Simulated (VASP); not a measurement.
```xyz
2
Lattice="0.0000 2.1050 2.1050 2.1050 0.0000 2.1050 2.1050 2.1050 0.0000" Properties=species:S:1:pos:R:3 pbc="T T T"
Mg     0.0000     0.0000     0.0000
O      2.1050     2.1050     2.1050
```

The base run (VASP): PBE GGA, plane waves, VASP's PBE PAW potentials (set 64). Run with 520 eV cut-off, 10×10×10 Γ-centred mesh, Gaussian smearing of 0.050 eV, potentials Mg O.

One setting is varied; ΔE counts from the base run. The base run took about 6 core-seconds. The timings are rough (shared machines, no repeats); factors under 2 mean little.

Pressures at a finite cut-off, here 520 eV, hold a Pulay part, which wasn't tested here.

```json
[
 {"setting": "ISYM = 1", "cost over the base run": "within a factor of 2", "electronic steps": "11", "ΔE (meV/atom)": "0.0", "pressure (GPa)": "4.17"},
 {"setting": "SYMPREC = 1E-3", "cost over the base run": "within a factor of 2", "electronic steps": "11", "ΔE (meV/atom)": "0.0", "pressure (GPa)": "4.17"},
 {"setting": "base run", "cost over the base run": "reference", "electronic steps": "11", "ΔE (meV/atom)": "0.0", "pressure (GPa)": "4.17"},
 {"setting": "ISYM = 0", "cost over the base run": "about 3 times", "electronic steps": "11", "ΔE (meV/atom)": "0.0", "pressure (GPa)": "4.17"},
 {"setting": "ISYM = -1", "cost over the base run": "about 6 times", "electronic steps": "11", "ΔE (meV/atom)": "0.0", "pressure (GPa)": "4.17"}
]
```

Left out are runs that failed, have no time on record or changed the cell.

The compound is MgO in the rock salt structure. The cell was not relaxed at this level.
